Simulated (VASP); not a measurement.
Method: PW91 GGA, VASP's PBE PAW potentials (set 64) (plane waves; VASP).

The input files of a VASP run:

POSCAR:
```
GaN
1.0
  0.0000000000   2.2281493597   2.2281493597
  2.2281493597   0.0000000000   2.2281493597
  2.2281493597   2.2281493597   0.0000000000
Ga N
1 1
direct
  0.0000000000   0.0000000000   0.0000000000
  0.2500000000   0.2500000000   0.2500000000
```

File KPOINTS:
```
Regular mesh
0
G
 10 10 10
```

### INCAR
```
# general
SYSTEM =GaN
PREC   =Accurate
ENCUT  =520
LREAL  =.FALSE.
LASPH  =.TRUE.

# electronic loop
EDIFF  =1E-7
NELM   =100
ALGO   =Normal
LMAXMIX=4

# smearing
ISMEAR =0
SIGMA  =0.05

# functional
GGA    =91

# ions
ISIF   =2

# output
LWAVE  =.FALSE.
LCHARG =.FALSE.
```

POTCAR, in this order: Ga_d N (PBE.64 set). Program: vasp_std.

The resulting files:

**OUTCAR**
```
 ion  position               nearest neighbor table
   1  0.000  0.000  0.000-   2 1.93   2 1.93   2 1.93   2 1.93
   2  0.250  0.250  0.250-   1 1.93   1 1.93   1 1.93   1 1.93
  LATTYP: Found a face centered cubic cell.
 ALAT       =     4.4562987194
 Subroutine PRICEL returns:
 Original cell was already a primitive cell.
 Subroutine GETGRP returns: Found 24 space group operations
The static configuration has the point symmetry T_d .
The dynamic configuration has the point symmetry T_d .
 Subroutine INISYM returns: Found 24 space group operations
 Subroutine IBZKPT returns following result:
 Found     47 irreducible k-points:

 Following reciprocal coordinates:
            Coordinates               Weight
  0.000000  0.000000  0.000000      1.000000
  0.100000  0.000000  0.000000      8.000000
  0.200000  0.000000  0.000000      8.000000
  0.300000  0.000000  0.000000      8.000000
  0.400000  0.000000  0.000000      8.000000
  0.500000  0.000000  0.000000      4.000000
  0.100000  0.100000  0.000000      6.000000
  0.200000  0.100000  0.000000     24.000000
  0.300000  0.100000  0.000000     24.000000
  0.400000  0.100000  0.000000     24.000000
  0.500000  0.100000  0.000000     24.000000
 -0.400000  0.100000  0.000000     24.000000
 -0.300000  0.100000  0.000000     24.000000
 -0.200000  0.100000  0.000000     24.000000
 -0.100000  0.100000  0.000000     12.000000
  0.200000  0.200000  0.000000      6.000000
  0.300000  0.200000  0.000000     24.000000
  0.400000  0.200000  0.000000     24.000000
  0.500000  0.200000  0.000000     24.000000
 -0.400000  0.200000  0.000000     24.000000
 -0.300000  0.200000  0.000000     24.000000
 -0.200000  0.200000  0.000000     12.000000
  0.300000  0.300000  0.000000      6.000000
  0.400000  0.300000  0.000000     24.000000
...
```

OSZICAR:
```
       N       E                     dE             d eps       ncg     rms          rms(c)
DAV:   1     0.880533754735E+02    0.88053E+02   -0.98665E+03  1294   0.252E+03
DAV:   2    -0.732072423423E+01   -0.95374E+02   -0.90421E+02  1362   0.354E+02
DAV:   3    -0.142139048991E+02   -0.68932E+01   -0.68486E+01  1397   0.881E+01
DAV:   4    -0.143294195001E+02   -0.11551E+00   -0.11544E+00  1423   0.120E+01
DAV:   5    -0.143311883581E+02   -0.17689E-02   -0.17687E-02  1410   0.134E+00    0.796E+00
DAV:   6    -0.121975210428E+02    0.21337E+01   -0.61312E+00  1863   0.515E+01    0.265E+00
DAV:   7    -0.122061795305E+02   -0.86585E-02   -0.38857E-01  1227   0.808E+00    0.178E+00
DAV:   8    -0.121976656605E+02    0.85139E-02   -0.63946E-02  1407   0.453E+00    0.760E-01
DAV:   9    -0.121926549152E+02    0.50107E-02   -0.22748E-02  1855   0.399E+00    0.175E-01
DAV:  10    -0.121928576594E+02   -0.20274E-03   -0.19906E-03  1511   0.797E-01    0.591E-02
DAV:  11    -0.121927886124E+02    0.69047E-04   -0.33614E-04  1833   0.352E-01    0.153E-02
DAV:  12    -0.121927929992E+02   -0.43868E-05   -0.27951E-05  1322   0.708E-02    0.809E-03
DAV:  13    -0.121927928189E+02    0.18032E-06   -0.13476E-06  1512   0.113E-02    0.287E-03
DAV:  14    -0.121927927699E+02    0.49007E-07   -0.10784E-07   818   0.316E-03
   1 F= -.12192793E+02 E0= -.12192793E+02  d E =-.110375E-17
```

**OUTCAR**
```
------------------------ aborting loop because EDIFF is reached ----------------------------------------
  FORCE on cell =-STRESS in cart. coord.  units (eV):
  Direction    XX          YY          ZZ          XY          YZ          ZX
  --------------------------------------------------------------------------------------
  Total        1.6724794      1.6724794      1.6724794      0.0000000      0.0000000     -0.0000000
  in kB      121.1179367    121.1179367    121.1179367      0.0000000      0.0000000     -0.0000000
  external PRESSURE =     121.1179367 kB  Pullay stress =       0.0000000 kB
  volume of cell :       22.12
      direct lattice vectors                 reciprocal lattice vectors
     0.000000000  2.228149360  2.228149360    -0.224401474  0.224401474  0.224401474
     2.228149360  0.000000000  2.228149360     0.224401474 -0.224401474  0.224401474
     2.228149360  2.228149360  0.000000000     0.224401474  0.224401474 -0.224401474
  FREE ENERGIE OF THE ION-ELECTRON SYSTEM (eV)
  ---------------------------------------------------
  free  energy   TOTEN  =       -12.1927927699 eV

  energy  without entropy=      -12.1927927699  energy(sigma->0) =      -12.19279277
```
(Selected blocks of OUTCAR.)

The compound is GaN in the zinc blende structure, a metastable form; wurtzite is the usual one. This cell is one point of a volume scan, at 0.94 of the reference volume.
